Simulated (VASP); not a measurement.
Input:

```
Ba
1.0
   -2.46165     2.46165     2.46165
    2.46165    -2.46165     2.46165
    2.46165     2.46165    -2.46165
Ba
1
Direct
  0.00000   0.00000   0.00000
```

These are rev-vdW-DF2, VASP's PBE PAW potentials (set 64) (plane waves; VASP 6.6.1) values and carry that method's errors. Numerical set-up: 520 eV cut-off, Gaussian smearing of 0.050 eV, potentials Ba_sv.

Unless said otherwise, spin-orbit coupling is left out, though it shifts the bands of the heavy elements here.

Task: Predict the band gap (along the path) with the smallest direct gap where there is one.

Result: 
```
Property                                                      Value
-------------------------  ----------------------------------------
band gap (along the path)  none (metal, semimetal or under 0.01 eV)
```

The compound is Ba in the bcc structure. It was relaxed first, which changed the volume by -6 %.
